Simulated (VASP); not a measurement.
Consider the following.

```xyz
8
Lattice="-3.0096 3.0096 5.8903 3.0096 -3.0096 5.8903 3.0096 3.0096 -5.8903" Properties=species:S:1:pos:R:3 pbc="T T T"
Mg     3.0096     0.0000     2.9452
Mg     0.0000     0.0000     5.8903
Sn     0.0000     0.0000     0.0000
Sn     0.0000     3.0096     2.9452
As     1.5048     1.5141    -1.4726
As    -1.4955     1.5048     7.3629
As     1.5048     1.4955     4.4178
As     4.5051     1.5048     1.4726
```

Level of theory: LDA (Ceperley-Alder, Perdew-Zunger), VASP's LDA PAW potentials (set 64) (plane waves; VASP). Settings: 400 eV cut-off, 6×6×6 Γ-centred mesh, tetrahedra with Blöchl corrections, potentials Mg Sn_d As.

The cores are frozen, which limits the accuracy of field gradients.

Q: Give the principal components of the electric field gradient (V/Å²) and the asymmetry η at each nucleus.

A: 
```
atom    Vxx   Vyy     Vzz     η
----  -----  ----  ------  ----
Mg1    -1.1  -1.1     2.3  0.00
Mg2    -1.1  -1.1     2.3  0.00
Sn3    -2.9  -2.9     5.9  0.00
Sn4    -2.9  -2.9     5.9  0.00
As5   162.4  32.3  -194.7  0.67
As6   162.4  32.3  -194.7  0.67
As7   162.4  32.3  -194.7  0.67
As8   162.4  32.3  -194.7  0.67
```

The structure comes from a computed database's MgSnAs2 entry (I-42d); how it stands against other phases isn't given here. It was relaxed first.
